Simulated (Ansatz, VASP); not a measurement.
LaBe in VASP and in Ansatz

```
La Be
1.0
     3.59152    0.00000    0.00000
     0.00000    3.59152    0.00000
     0.00000    0.00000    3.59152
La Be
1 1
Direct
  0.00000 0.00000 0.00000
  0.50000 0.50000 0.50000
```

Change from the starting cell: species swapped into the GdRh type (Pm-3m, No. 221).

Alike in both runs: functional PBE; k mesh 6 × 6 × 6; occupations gaussian, width 0.1 eV; no spin polarisation.

Ansatz relaxed the structure, and its values are those at the end. VASP's run is a single point on that final structure, the one shown.

```csv
,VASP,Ansatz
version,VASP 6.6.1,Ansatz 0.2.0
potentials or method,"VASP PAW PBE potentials, release 64 (La, Be)","scalar-relativistic, plane waves, PAW"
plane-wave cutoff (eV),520,420
valence electrons in the cell,13,13
```

|  | VASP | Ansatz | Ansatz less VASP |
| --- | --- | --- | --- |
| gap on the k mesh at the Fermi level (eV) | none | none | - |
| pressure (GPa) | 0.1 | 0.1 | +0.02 |

A gap of «none» marks a metal or a gap that the smearing closes. The functional is the same, so the differences come from potentials, cutoffs and numerics.

The runs have no spin-orbit coupling, so splittings on La are missing.
